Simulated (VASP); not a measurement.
```xyz
2
Lattice="0.0000 3.4537 3.4537 3.4537 0.0000 3.4537 3.4537 3.4537 0.0000" Properties=species:S:1:pos:R:3 pbc="T T T"
Rb     0.0000     0.0000     0.0000
Cl     3.4537     3.4537     3.4537
```

Calculation: RPBE GGA, VASP's PBE PAW potentials (set 64) (plane waves; VASP). Numerical set-up: 520 eV cut-off, 8×8×8 Γ-centred mesh, tetrahedra with Blöchl corrections, potentials Rb_sv Cl.

Predict the energy per atom (σ→0), band gap (on the k-mesh) with the smallest direct gap where there is one.

| Item | Result |
|---|---|
| band gap (on the k-mesh) | 4.87 eV |
| smallest direct gap (on the k-mesh) | 4.87 eV |
| energy per atom (σ→0) | -3.192 eV/atom |

Total energies compare only between runs with the same potentials, cut-off and functional.

The compound is RbCl in the rock salt structure. It was relaxed first, which changed the volume by +16 %.
